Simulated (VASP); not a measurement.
All values below come from optB86b-vdW, VASP's PBE PAW potentials (set 64) (plane waves; VASP).

A VASP calculation is set up with these files.

INCAR:
```
AGGAC  =  0.0
ALGO  =  Normal
EDIFF  =  1E-7
EDIFFG  =  -0.01
ENCUT  =  520
GGA  =  MK
IBRION  =  2
ISIF  =  4
ISMEAR  =  0
LASPH  =  T
LCHARG  =  F
LMAXMIX  =  4
LREAL  =  F
LUSE_VDW  =  T
LWAVE  =  F
NELM  =  100
NSW  =  30
PARAM1  =  0.1234
PARAM2  =  1.0
PREC  =  Accurate
SIGMA  =  0.05
SYSTEM  =  TiO2
```

### KPOINTS
```
Automatic mesh
0
Gamma
5 5 8
0 0 0
```

**POSCAR**
```
TiO2
1.0
  4.6118486763   0.0000000000   0.0000000000
  0.0000000000   4.6118486763   0.0000000000
  0.0000000000   0.0000000000   2.9593768913
Ti O
2 4
Cart
  0.0000000000   0.0000000000   0.0000000000
  2.3059243382   2.3059243382   1.4796884456
  1.4021933261   1.4021933261   0.0000000000
  3.7081176643   0.9037310120   1.4796884456
  0.9037310120   3.7081176643   1.4796884456
  3.2096553502   3.2096553502   0.0000000000
```

POTCAR, in this order: Ti_sv O (PBE.64 set). Program: vasp_std.

Q: What will the output report for the number of irreducible k-points (NKPTS), largest plane-wave count, number of space-group operations, FFT grid (NGX, NGY, NGZ)?

A: 
| Quantity | Result |
|---|---|
| number of irreducible k-points (NKPTS) | 30 |
| largest plane-wave count | 1708 |
| number of space-group operations | 16 |
| FFT grid (NGX, NGY, NGZ) | 36 × 36 × 24 |

The compound is TiO2 in the rutile structure. This run relaxes it. Symmetry was kept, so distortions that lower it aren't found.
